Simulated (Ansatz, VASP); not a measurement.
## Ta4O: VASP beside Ansatz

```
Ta O
1.0
     4.53690    0.00000    0.00000
     0.00000    4.53690    0.00000
     0.00000    0.00000    4.53690
Ta O
4 1
Direct
  0.24378 0.75622 0.75622
  0.75622 0.24378 0.75622
  0.75622 0.75622 0.24378
  0.24378 0.24378 0.24378
  0.00000 0.00000 0.00000
```

Change from the starting cell: species swapped into the SnI4 type (P-43m, No. 215).

Alike in both runs: task single point; functional PBE; k mesh 4 × 4 × 4; occupations gaussian, width 0.1 eV; no spin polarisation.

|  | VASP | Ansatz |
| --- | --- | --- |
| version | VASP 6.6.1 | Ansatz 0.2.0 |
| potentials or method | VASP PAW PBE potentials, release 64 (Ta_pv, O) | scalar-relativistic, plane waves, PAW |
| plane-wave cutoff (eV) | 520 | 420 |
| valence electrons in the cell | 50 | 58 |

Ansatz gave:

| Item | Value |
| --- | --- |
| gap on the k mesh at the Fermi level (eV) | none |
| pressure (GPa) | -6.6 |
| rms of the force components (eV/Å) | 1.995 |

Q: What did VASP give for the same quantities?

A: gap on the k mesh at the Fermi level (eV): none; pressure (GPa): -6.3; rms of the force components (eV/Å): 2.035.

Atom by atom the forces differ by 0.039 eV/Å (rms over components). A gap of «none» marks a metal or a gap that the smearing closes. The functional is the same, so the differences come from potentials, cutoffs and numerics. The two sets of potentials don't hold the same shells in valence.

Caveats: forces of over 1 eV/Å show positions far from the minimum, so gaps and moduli don't describe the material at rest. The runs have no spin-orbit coupling, so splittings on Ta are missing.
